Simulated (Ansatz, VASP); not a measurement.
# Sb (Antimony) in two plane-wave programs

Aim: how closely do two programs agree when they are given the same cell, functional and k mesh? The cell is taken from a series of runs on this material, whose earlier steps may have relaxed, scaled, displaced or heated it; both programs get it as it stands.

Main program and level: Ansatz 0.2.0; plane waves, with VASP 6.6.1 beside it; zone-centre phonons at LDA.

### 1. The starting structure

It takes space group R-3m (No. 166, trigonal). Conventional cell: a = 4.124 Å, b = 4.124 Å, c = 11.504 Å, α = 90.00°, β = 90.00°, γ = 120.00°. Sb has 3 Sb at 2.88 Å nearest.

Structure file:

```cif
data_structure
_symmetry_space_group_name_H-M 'R-3m:H'
_symmetry_Int_Tables_number 166
_cell_length_a 4.1236
_cell_length_b 4.1236
_cell_length_c 11.5042
_cell_angle_alpha 90.000
_cell_angle_beta 90.000
_cell_angle_gamma 120.000
_cell_volume 169.41
loop_
_atom_site_label
_atom_site_type_symbol
_atom_site_symmetry_multiplicity
_atom_site_Wyckoff_symbol
_atom_site_fract_x
_atom_site_fract_y
_atom_site_fract_z
_atom_site_occupancy
Sb1 Sb 6 c 0.33333 0.66667 0.90386 1
```

### 2. VASP: zone-centre phonons, LDA

Second derivatives magnify differences that forces hide, and they need a tight electronic threshold.

Lines of VASP's logs that name or quote its potential files are left out, and so is its time.

Contents of INCAR:

```
SYSTEM = Sb
PREC = Accurate
ENCUT = 500
EDIFF = 1E-08
NELM = 120
ISMEAR = 1
SIGMA = 0.2
LREAL = .FALSE.
ALGO = Normal
GGA = CA
NBANDS = 11
LORBIT = 11
LWAVE = .FALSE.
LCHARG = .FALSE.
ISIF = 2
IBRION = 8
LASPH = .TRUE.
GGA_COMPAT = .FALSE.
KPAR = 2
```

Contents of POSCAR:

```
Sb
1.0
    2.0618150845      1.1903894941      3.8347337699
   -2.0618150845      1.1903894941      3.8347337699
    0.0000000000     -2.3807789882      3.8347337699
Sb
2
Direct
    0.2371920600      0.2371920600      0.2371920600
    0.7628079400      0.7628079400      0.7628079400
```

Contents of KPOINTS:

```
Automatic mesh
0
Gamma
12 12 12
0 0 0
```

PAW data sets: Sb (LDA family, release 64).

On the command line:

```console
$ mpirun -np 2 vasp_std
```

Numbers of over 12 decimals in the logs are rounded to 6 here.

The log of the run:

```text
[banner, memory and clock lines left out]
running    2 mpi-ranks, on    1 nodes
 distrk:  each k-point on    1 cores,    2 groups
 distr:  one band on    1 cores,    1 groups

 POSCAR found type information on POSCAR Sb
 POSCAR found :  1 types and       2 ions
 LDA part: xc-table for (Slater(with rela. corr.)+CA(PZ))
 , standard interpolation
 POSCAR, INCAR and KPOINTS ok, starting setup
 FFT: planning ... GRIDC
 FFT: planning ... GRID_SOFT
 FFT: planning ... GRID
 WAVECAR not read
 entering main loop
       N       E                     dE             d eps       ncg     rms          rms(c)
DAV:   1     0.371103607015E+02    0.37110E+02   -0.35411E+03  4158   0.700E+02
DAV:   2    -0.758943280661E+01   -0.44700E+02   -0.43466E+02  5631   0.115E+02
DAV:   3    -0.958552333716E+01   -0.19961E+01   -0.19789E+01  5087   0.280E+01
DAV:   4    -0.960261225379E+01   -0.17089E-01   -0.17084E-01  4712   0.311E+00
DAV:   5    -0.960281216125E+01   -0.19991E-03   -0.19991E-03  4866   0.372E-01    0.339E+00
DAV:   6    -0.958553536677E+01    0.17277E-01   -0.36136E-03  4668   0.328E-01    0.202E+00
DAV:   7    -0.957597345217E+01    0.95619E-02   -0.77783E-03  4569   0.481E-01    0.511E-02
DAV:   8    -0.957598714781E+01   -0.13696E-04   -0.23337E-04  4578   0.106E-01    0.114E-02
DAV:   9    -0.957598923516E+01   -0.20874E-05   -0.62862E-06  4969   0.179E-02    0.672E-03
DAV:  10    -0.957598921857E+01    0.16593E-07   -0.75385E-07  4644   0.466E-03    0.299E-03
DAV:  11    -0.957598920015E+01    0.18422E-07   -0.54031E-08  4846   0.148E-03    0.329E-04
DAV:  12    -0.957598919879E+01    0.13628E-08   -0.64609E-09  2697   0.481E-04
   1 F= -.95759892E+01 E0= -.95757712E+01  d E =-.653989E-03
 Linear response reoptimize wavefunctions to high precision
DAV:   1    -0.957598919887E+01   -0.85379E-10   -0.87107E-10  3079   0.220E-04
 Linear response DOF=           2
 Linear response progress:
  Degree of freedom:   1/  2
       N       E                     dE             d eps       ncg     rms          rms(c)
RMM:   1    -0.257002141498E-01   -0.25700E-01    0.15976E-02 38853   0.123E+00
RMM:   2    -0.249858712464E-01    0.71434E-03   -0.17696E-03 30086   0.259E-01    0.488E-02
RMM:   3    -0.249716080201E-01    0.14263E-04   -0.42531E-05 31682   0.412E-02    0.286E-02
RMM:   4    -0.249956131837E-01   -0.24005E-04   -0.14168E-05 32045   0.188E-02    0.263E-03
RMM:   5    -0.250041390218E-01   -0.85258E-05   -0.11805E-06 32546   0.372E-03    0.922E-04
RMM:   6    -0.250060896076E-01   -0.19506E-05   -0.14865E-07 31292   0.929E-04    0.315E-04
RMM:   7    -0.250053505203E-01    0.73909E-06    0.12296E-07 33248   0.212E-04    0.739E-05
RMM:   8    -0.250052919701E-01    0.58550E-07    0.40003E-08 33814   0.426E-05    0.873E-06
RMM:   9    -0.250052967325E-01   -0.47624E-08   -0.12066E-08 33919   0.120E-05    0.175E-06
 first order change of Fermi-energy  -0.10132E-04
 force on displaced ion       1 direction 1 :  -3.030  -0.000   0.000
 Linear response progress:
  Degree of freedom:   2/  2
       N       E                     dE             d eps       ncg     rms          rms(c)
RMM:   1    -0.277852646764E-01   -0.27785E-01    0.17583E-02  8260   0.125E+00
RMM:   2    -0.264381124849E-01    0.13472E-02   -0.18060E-03  6541   0.264E-01    0.571E-02
RMM:   3    -0.263608024861E-01    0.77310E-04   -0.51368E-05  6850   0.472E-02    0.346E-02
RMM:   4    -0.263375428411E-01    0.23260E-04   -0.35266E-05  6669   0.292E-02    0.840E-03
RMM:   5    -0.263522338471E-01   -0.14691E-04   -0.94433E-07  6946   0.570E-03    0.287E-03
RMM:   6    -0.263542834286E-01   -0.20496E-05   -0.49489E-08  6980   0.118E-03    0.804E-04
RMM:   7    -0.263527803567E-01    0.15031E-05    0.72474E-09  7083   0.369E-04    0.242E-04
RMM:   8    -0.263527534059E-01    0.26951E-07    0.16629E-09  7183   0.627E-05    0.310E-05
RMM:   9    -0.263527539100E-01   -0.50409E-09   -0.76880E-10  7233   0.236E-05    0.270E-05
 first order change of Fermi-energy  -0.15005E+01
 force on displaced ion       1 direction 3 :   0.000   0.000  -4.173
 Linear response finished
```

From OUTCAR (step 2):

```text
ion  position               nearest neighbor table
   1  0.237  0.237  0.237-   2 2.88   2 2.88   2 2.88   2 3.25   2 3.25   2 3.25
   2  0.763  0.763  0.763-   1 2.88   1 2.88   1 2.88   1 3.25   1 3.25   1 3.25

  LATTYP: Found a trigonal (rhomboedric) cell.
 ALAT       =     4.5136782868
 COS(alpha) =     0.5826809422

 Subroutine GETGRP returns: Found 12 space group operations
 (whereof 12 operations were pure point group operations)

The static configuration has the point symmetry D_3d.

 Found    189 irreducible k-points:

   k-points           NKPTS =    189   k-points in BZ     NKDIM =    189   number of bands    NBANDS=     11

   dimension x,y,z NGX =    36 NGY =   36 NGZ =   36
   dimension x,y,z NGXF=    72 NGYF=   72 NGZF=   72

   ENCUT  =  500.0 eV  36.75 Ry    6.06 a.u.   8.23  8.23  8.23*2*pi/ulx,y,z

   NELECT =      10.0000    total number of electrons

 k-points in reciprocal lattice and weights: Automatic mesh
   0.00000000  0.00000000  0.00000000       0.001
   0.08333333  0.00000000 -0.00000000       0.003
   0.16666667  0.00000000 -0.00000000       0.003
   0.25000000  0.00000000 -0.00000000       0.003
   0.33333333  0.00000000 -0.00000000       0.003
   0.41666667 -0.00000000  0.00000000       0.003
   0.50000000  0.00000000 -0.00000000       0.002
   0.08333333  0.08333333  0.00000000       0.003
   0.16666667  0.08333333 -0.00000000       0.007
[...]
-0.41666667  0.50000000  0.41666667       0.003
   0.50000000  0.50000000  0.50000000       0.001

 average (electrostatic) potential at core
       1 -85.9481       2 -85.9481

  Total        1.1739737      1.1739737      0.1273545      0.0000000     -0.0000000      0.0000000
  in kB       33.3076265     33.3076265      3.6132622      0.0000000     -0.0000000      0.0000000
  external PRESSURE =      23.4095051 kB  Pullay stress =       0.0000000 kB

  energy-cutoff  :      500.00
  volume of cell :       56.47
      direct lattice vectors                 reciprocal lattice vectors
     2.061815085  1.190389494  3.834733770     0.242504773  0.140010196  0.086924765
    -2.061815085  1.190389494  3.834733770    -0.242504773  0.140010196  0.086924765
     0.000000000 -2.380778988  3.834733770     0.000000000 -0.280020392  0.086924765

 POSITION                                       TOTAL-FORCE (eV/Angst)
 -----------------------------------------------------------------------------------
      0.00000      0.00000      2.72871         0.000000     -0.000000      0.083087
      0.00000      0.00000      8.77550         0.000000      0.000000     -0.083087
 -----------------------------------------------------------------------------------
    total drift:                               -0.000000     -0.000000      0.000000

 Eigenvectors and eigenvalues of the dynamical matrix
 ----------------------------------------------------

   1 f  =    4.093284 THz    25.718863 2PiTHz  136.537266 cm-1    16.928456 meV
             X         Y         Z           dx          dy          dz
      0.000000  0.000000  2.728705     0.000000    0.000000    0.707107
      0.000000  0.000000  8.775496    -0.000000    0.000000   -0.707107

   2 f  =    3.487743 THz    21.914136 2PiTHz  116.338587 cm-1    14.424140 meV
             X         Y         Z           dx          dy          dz
      0.000000  0.000000  2.728705    -0.000002    0.707107    0.000000
      0.000000  0.000000  8.775496     0.000002   -0.707107    0.000000

   3 f  =    3.487743 THz    21.914136 2PiTHz  116.338587 cm-1    14.424140 meV
             X         Y         Z           dx          dy          dz
      0.000000  0.000000  2.728705    -0.707107   -0.000002    0.000000
      0.000000  0.000000  8.775496     0.707107    0.000002    0.000000

   4 f  =    0.000000 THz     0.000000 2PiTHz    0.000002 cm-1     0.000000 meV
             X         Y         Z           dx          dy          dz
      0.000000  0.000000  2.728705    -0.026581    0.110645   -0.697890
      0.000000  0.000000  8.775496    -0.026581    0.110645   -0.697890

   5 f  =    0.000000 THz     0.000000 2PiTHz    0.000001 cm-1     0.000000 meV
             X         Y         Z           dx          dy          dz
      0.000000  0.000000  2.728705     0.565439   -0.415497   -0.087410
      0.000000  0.000000  8.775496     0.565439   -0.415497   -0.087410

   6 f/i=    0.000000 THz     0.000000 2PiTHz    0.000001 cm-1     0.000000 meV
             X         Y         Z           dx          dy          dz
      0.000000  0.000000  2.728705     0.423759    0.561355    0.072859
      0.000000  0.000000  8.775496     0.423759    0.561355    0.072859

 ELASTIC MODULI CONTR FROM IONIC RELAXATION (kBar)
 Direction    XX          YY          ZZ          XY          YZ          ZX
 --------------------------------------------------------------------------------
 XX        -337.3562   -168.3210   -259.4467      0.0000    145.9219     -0.0000
 YY        -168.3210   -337.3562   -259.4467     -0.0000   -145.9219      0.0000
 ZZ        -259.4467   -259.4467   -266.2274      0.0000     -0.0000     -0.0000
 XY           0.0000     -0.0000      0.0000    -84.5176     -0.0000    140.7005
 YZ         145.9219   -145.9219     -0.0000     -0.0000   -251.9382      0.0000
 ZX          -0.0000      0.0000     -0.0000    140.7005      0.0000   -234.2308
 --------------------------------------------------------------------------------
```

### 3. Ansatz: zone-centre phonons, LDA

Ansatz runs on its PAW soft_1 files.

The same cell, functional (in two slightly different forms), mesh and smearing now go to Ansatz, which takes its cutoff from its data sets.

Contents of input.yaml:

```yaml
crystal:
  lattice:
    - [2.0618150845, 1.1903894941, 3.8347337699]
    - [-2.0618150845, 1.1903894941, 3.8347337699]
    - [0.0, -2.3807789882, 3.8347337699]
  atoms:
    - { symbol: Sb, position: [0.23719206, 0.23719206, 0.23719206] }
    - { symbol: Sb, position: [0.76280794, 0.76280794, 0.76280794] }
kpoints:
  mp_grid: { grid: [12, 12, 12] }
hamiltonian:
  xc: lda
  pseudopotentials: { kind: paw, azcp: { folder: soft_1 }, xc_functional: pbe }
scf:
  occupations: { method: methfessel_paxton, width: 0.2 }
output:
  eigenvalues: true
phonons:
  method: dfpt
```

On the command line:

```console
$ ansatz run input.yaml --threads 4 --pin off --max-ram 10240MiB --backend cpu --events-out ev --progress --plain --runs-dir out
```

The log of the run:

```text
Engine: ansatz 0.2.0, x86_64-unknown-linux-gnu
Pseudopotentials: kind: paw
Pseudopotential: Sb, paw, valence charge 15, recommended cutoff 420 eV (normal), soft_1/Sb.paw.azcp
Functional definition: SPW92
  exchange = slater_x
  correlation = pw_c
Crystal: 2 atoms, lattice volume = 56.471 Å³
Basis set: ecut = 420 eV, 1111 PW (Γ), exchange–correlation on 64×64×64 points (8 copies of the dense FFT grid, shifted against one another)
Bands: 19, of which v1, the nominal top of the filled ones, is band 15 counted from 1 (14 counted from 0)
Symmetry: 12 space group operations
k-points: 476 of 1728 (irreducible under 2 space group operations, time reversal used)
Non-local potential: Sb, projectors of the file, l = 0: 2, l = 1: 2, l = 2: 2, l = 3: 1
PAW form: soft (Blöchl's): semilocal exchange-correlation on the pseudo side does not see the compensation charge
PAW frozen core: Sb, regenerated for the run's functional, and the local potential with it (the file was generated under x = pbe(κ = 0.804, μ = 0.219515), c = pbe(β = 0.066725))
PAW one-centre angular grid: Sb, 590 points (default); XC on 64 Gauss nodes
Initial density: superposition of atomic densities (chi_scale 0.1, normalization cell)
Initial wavefunctions: pseudopotential atomic-orbital guess
Functional: x = slater, c = lda
SCF iter   1: F=—  HF=-12671.746836 eV  |F-HF|=—  |Δ(HF+E_count)|=         —  Δρ=1.55e-2  dr2=1.12e-1  ethr=3.10e-3  ⟨swp⟩=6.0  Hψ=48649  notcnv=0
preconditioner: auto → Kerker (q_TF=auto, 2.455 Å⁻¹)  [metal: Δε(μ)=0.008 eV  Ē_g=8.964 eV  σ=0.200 eV  W_gap=0.03  n_scr=14 (ndim 8)  ℏωp=15.6 eV  f_vac=0.000  D(μ)=0.59/eV (n_scr^D=0)]
SCF iter   2: F=—  HF=-12671.729033 eV  |F-HF|=—  |Δ(HF+E_count)|=   1.78e-2  S|Δr|=    0.00e0  Δρ=9.86e-3  dr2=4.94e-2  ethr=3.74e-4  ⟨swp⟩=1.1  Hψ=12916  notcnv=0
SCF iter   3: F=—  HF=-12671.719006 eV  |F-HF|=—  |Δ(HF+E_count)|=   1.00e-2  S|Δr|=    0.00e0  Δρ=1.46e-3  dr2=2.02e-3  ethr=1.65e-4  ⟨swp⟩=1.4  Hψ=10485  notcnv=0
SCF iter   4: F=—  HF=-12671.718822 eV  |F-HF|=—  |Δ(HF+E_count)|=   1.85e-4  S|Δr|=    0.00e0  Δρ=5.46e-4  dr2=2.25e-4  ethr=6.73e-6  ⟨swp⟩=1.9  Hψ=11030  notcnv=0
SCF iter   5: F=—  HF=-12671.718830 eV  |F-HF|=—  |Δ(HF+E_count)|=   8.48e-6  S|Δr|=    0.00e0  Δρ=1.14e-4  dr2=6.27e-6  ethr=7.49e-7  ⟨swp⟩=2.3  Hψ=11736  notcnv=0
SCF iter   6: F=—  HF=-12671.718828 eV  |F-HF|=—  |Δ(HF+E_count)|=   1.88e-6  S|Δr|=    0.00e0  Δρ=3.25e-5  dr2=3.72e-7  ethr=2.09e-8  ⟨swp⟩=2.0  Hψ=16237  notcnv=0
SCF iter   7: F=—  HF=-12671.718828 eV  |F-HF|=—  |Δ(HF+E_count)|=   2.72e-7  S|Δr|=    0.00e0  Δρ=8.13e-6  dr2=4.14e-8  ethr=1.24e-9  ⟨swp⟩=2.0  Hψ=16160  notcnv=0
SCF iter   8: F=—  HF=-12671.718828 eV  |F-HF|=—  |Δ(HF+E_count)|=  3.55e-10  S|Δr|=    0.00e0  Δρ=2.35e-6  dr2=5.73e-9  ethr=1.38e-10  ⟨swp⟩=2.1  Hψ=16230  notcnv=0
SCF iter   9: F=—  HF=-12671.718828 eV  |F-HF|=—  |Δ(HF+E_count)|=  4.73e-10  S|Δr|=    0.00e0  Δρ=5.79e-7  dr2=4.10e-10  ethr=1.91e-11  ⟨swp⟩=2.0  Hψ=10396  notcnv=0
SCF iter  10: F=—  HF=-12671.718828 eV  |F-HF|=—  |Δ(HF+E_count)|=  2.91e-11  S|Δr|=    0.00e0  Δρ=2.53e-7  dr2=5.92e-11  ethr=1.37e-12  ⟨swp⟩=2.4  Hψ=13829  notcnv=0
SCF iter  11: F=-12671.718828 eV  HF=-12671.718828 eV  |F-HF|=3.64e-12  |Δ(HF+E_count)|=  1.09e-11  S|Δr|=    0.00e0  Δρ=1.21e-7  dr2=6.60e-12  ethr=1.00e-12  ⟨swp⟩=6.0  Hψ=41630  notcnv=0
SCF 1 converged in 11 iterations: F = -12671.718828 eV  dr2 = 6.60e-12
  greatest PAW one-centre occupation: 0.997 electrons in one spin orbital (limit 2), on the Sb atom at site 1 (counted from 0), in its partial waves of l = 2
DFPT response loops at Γ: preconditioner auto → Kerker (q_TF=auto, 2.455 Å⁻¹) (partly filled bands, converged f_vac=0.000); β = 1.00, the filter's whole step (`scf.mixing.beta` (0.50) is not read by the response loops under this deck's `scf.mixing.preconditioner`; to damp them name `kerker` or `kerker_dos`, under which they read `scf.mixing.beta`, and type it under 1.00, their step now; both keys bind the ground state too); Broyden in place of MSR1
SCF converged after 11 iterations
Stability not checked: this state was not tested for a lower state beside it, because cold or Methfessel-Paxton smearing, or corrected tetrahedra, fill the levels in a way that the test cannot read (fill_not_monotonic; see scf.lower_state_search)
Free energy (F): -12671.718828 eV
Harris-Foulkes:  -12671.718828 eV  (|F-HF|=3.64e-12)
Internal energy: -12671.718228 eV  (E = F + TS)
E sigma→0 (E₀):  -12671.718678 eV
Entropy (-TS):   -0.000601 eV (-0.300 meV/atom)
Fermi energy:    10.907925 eV
--- Per-component energies (eV) ---
  E_band       = -310.822882
  E_kinetic    = 329.884500
  E_local      = -3061.252096  (includes V_loc(G=0)·N_el)
  E_nonlocal   = 787.892484
  E_hartree    = 1267.748632
  E_xc         = -198.535020
  E_vxc        = -184.310079  (∫ρ·V_xc dr)
  E_paw        = -8789.860749  (= ΣΔE_a)
  E_vpaw       = -718.535186  (= ΣTr[D̂ρ^β])
  E_aug_tail   = 0.000250  (compensation charges beyond the density's cutoff)
  E_ewald      = -3008.713850
  E_core_change = 1.117622  (= ΣΔE_core)
  E_smearing   = -0.000601  (= −TS)
  E_closure    = -0.000000  (closes the sum)
  Σ components = -12671.718828   (vs F -12671.718828, Δ=0.00e0)
--- Band table (eV; the first three rows and the last of 476) ---
  k-point 0: bands = [... 11 lower, 6.2195, 8.1994, 9.5188, 9.5188, 13.5340, 13.9078, 13.9078, 16.0136]
  k-point 1: bands = [... 11 lower, 5.8767, 8.3039, 9.4900, 9.5087, 13.5413, 13.6180, 13.6656, 15.7793]
  k-point 2: bands = [... 11 lower, 5.0507, 8.4391, 9.4221, 9.5901, 12.9331, 13.0837, 13.2001, 15.6828]
  k-point 475: bands = [... 11 lower, 1.3229, 10.1436, 10.1436, 11.3093, 11.3348, 11.3348, 12.4723, 18.0724]
--- Phonons (Γ-DFPT): 2 representative perturbations + reference, on 476 of 1728 k-points (Σ response iterations 6) ---
  k mesh reduced under 2 symmetry operations, with k and −k counted as one. Each operation leaves every solved perturbation unchanged. A smaller set is not used because it would not reduce the number of displacements times k-points to solve
  ASR residual: 2.766e-5 → 0.000e0 eV/Å²; symmetrization residual: 8.042e-5 eV/Å²
  ASR residual per site (eV/Å²): 2.77e-5 2.77e-5
  Γ frequencies (cm⁻¹): 0.00 0.00 0.00 112.35 112.35 131.37
  non-analytic LO–TO correction: not included (Born effective charges unavailable; polar crystals: no LO–TO splitting at Γ)
```

In the SCF lines HF is the Harris–Foulkes energy and dr2 the Hartree energy of the density residual, in eV; the loop may stop once dr2 is under the threshold and the program's other checks hold. Hψ counts applications of the Hamiltonian.

### 4. Differences

Known differences besides the potentials themselves: the two LDA forms differ slightly; the data sets hold 30 valence electrons in Ansatz (on its PAW soft_1 files) and 10 in VASP; the cutoff is 420 eV in Ansatz and 500 eV in VASP; VASP's log shows a relativistic correction to its local exchange, Ansatz's none. Total energies have different zeros and are not compared.

Compared:

| quantity | Ansatz | VASP | difference |
| --- | --- | --- | --- |
| optical mode 1 to 2 (cm⁻¹) | 112.3 | 116.3 | -3.43 % |
| optical mode 3 (cm⁻¹) | 131.4 | 136.5 | -3.78 % |

Modes are paired by rising frequency, not by their patterns, so a pair may set unlike modes beside each other; they are those without the splitting of longitudinal modes.

### 5. Summary of results

- r.m.s. difference of the optical zone-centre modes, each program's sorted by frequency (zone-centre phonons, LDA): 4.4 cm⁻¹
- difference in optical mode 3 (zone-centre phonons, LDA): -3.8 %

What this shows: The r.m.s. difference of the optical zone-centre modes, each program's sorted by frequency is 4.4 cm⁻¹ (zone-centre phonons, LDA). The data sets hold unlike numbers of valence electrons (30 in Ansatz and 10 in VASP), so part of the differences comes from the potentials. Among the rows given in per cent, the largest difference of the zone-centre phonons, LDA pair is in optical mode 3, -3.8 %. How closely two codes agree says nothing of how well the functional describes the real material.

[Lines on the potential files, build, host, timing and source positions are cut from VASP's logs without a mark.]

[Logs are printed without paths, hosts, clocks, repeated set-up lines and the standing remarks that a program may print on its own settings, such as how far it seeks lower states.]

[Hosts, paths, dates, database ids (printed as entryN), source tags and the programs' standing remarks are cut or masked in the printed files.]
